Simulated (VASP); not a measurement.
NiMoIrPdW:

```
CELL_PARAMETERS angstrom
2.76078 0.00000 0.00000
-1.38039 2.39090 0.00000
0.00000 0.00000 11.34051
ATOMIC_POSITIONS crystal
Ni 0.00000 0.00000 0.70917
Mo 0.66667 0.33333 0.29425
Pd 0.66667 0.33333 0.89901
Ir 0.00000 0.00000 0.10604
W 0.66667 0.33333 0.52921
```

The cell was built by a generator and needn't be a form met in nature.

* Program: VASP 6.6.1
* Task: relaxation of cell and atoms
* Functional: BLYP
* Potentials or basis: VASP PAW PBE potentials, release 64 (Ni, Mo_sv, Pd, Ir, W_sv)
* Cutoff: 600 eV
* k mesh: 11 × 11 × 3
* Occupations: fermi-dirac, width 0.05 eV
* Spin: collinear spin, ferromagnetic start
* Starting moments: [1.0, 1.0, 0.0, 0.6, 0.0] μB

At the start: pressure 11.8 GPa; volume 14.97 Å³/atom.

**Question.** Where does the relaxation end?

**Answer.** Over 24 steps the energy falls by 29.2 meV/atom and the volume is 15.76 Å³/atom (+5.3 %); space group P3m1 (No. 156, to 0.05 Å); moment 0.00 μB per cell.

The path:
| step | energy change (eV) | largest force (eV/Å) | pressure (GPa) | volume (Å³) |
| --- | --- | --- | --- | --- |
| 1 | 0.0000 | 0.6263 | 11.83 | 74.86 |
| 2 | 0.3871 | 0.8990 | -17.02 | 87.48 |
| 3 | -0.1409 | 0.1736 | -0.34 | 78.88 |
| 4 | -0.1411 | 0.1604 | -0.15 | 78.76 |
| 5 | -0.1411 | 0.1511 | 0.07 | 78.68 |
| 6 | -0.1441 | 0.0978 | 0.09 | 78.73 |
| 7 | -0.1446 | 0.0900 | 0.11 | 78.75 |
| 8 | -0.1455 | 0.0334 | -0.27 | 78.89 |
| 9 | -0.1456 | 0.0410 | -0.36 | 78.94 |
| 10 | -0.1457 | 0.0279 | 0.43 | 78.64 |
| 11 | -0.1459 | 0.0210 | 0.07 | 78.77 |
| 12 | -0.1459 | 0.0215 | 0.10 | 78.77 |
| 13 | -0.1458 | 0.0318 | -0.15 | 78.86 |
| 14 | -0.1459 | 0.0210 | -0.02 | 78.79 |
| 15 | -0.1459 | 0.0188 | -0.06 | 78.78 |
| 16 | -0.1459 | 0.0115 | 0.01 | 78.76 |
| 17 | -0.1459 | 0.0116 | 0.15 | 78.76 |
| 18 | -0.1459 | 0.0130 | 0.07 | 78.76 |
| 19 | -0.1459 | 0.0150 | -0.12 | 78.81 |
| 20 | -0.1459 | 0.0120 | -0.01 | 78.79 |
| 21 | -0.1460 | 0.0097 | 0.03 | 78.79 |
| 22 | -0.1460 | 0.0076 | 0.07 | 78.79 |
| 23 | -0.1460 | 0.0060 | 0.03 | 78.80 |
| 24 | -0.1460 | 0.0050 | 0.03 | 78.81 |

Final structure:
```cif
data_structure
_symmetry_space_group_name_H-M 'P 1'
_symmetry_Int_Tables_number 1
_cell_length_a 2.8134
_cell_length_b 2.8133
_cell_length_c 11.4981
_cell_angle_alpha 90.000
_cell_angle_beta 90.000
_cell_angle_gamma 120.000
_cell_volume 78.81
loop_
_atom_site_label
_atom_site_type_symbol
_atom_site_fract_x
_atom_site_fract_y
_atom_site_fract_z
_atom_site_occupancy
Ni1 Ni 0.00000 0.00000 0.70760 1
Mo1 Mo 0.66667 0.33333 0.29649 1
Pd1 Pd 0.66667 0.33333 0.89751 1
Ir1 Ir 0.00000 0.00000 0.10699 1
W1 W 0.66667 0.33333 0.52909 1
```

Caveat: the PAW data sets were made with another functional, which shifts forces and pressure a little.
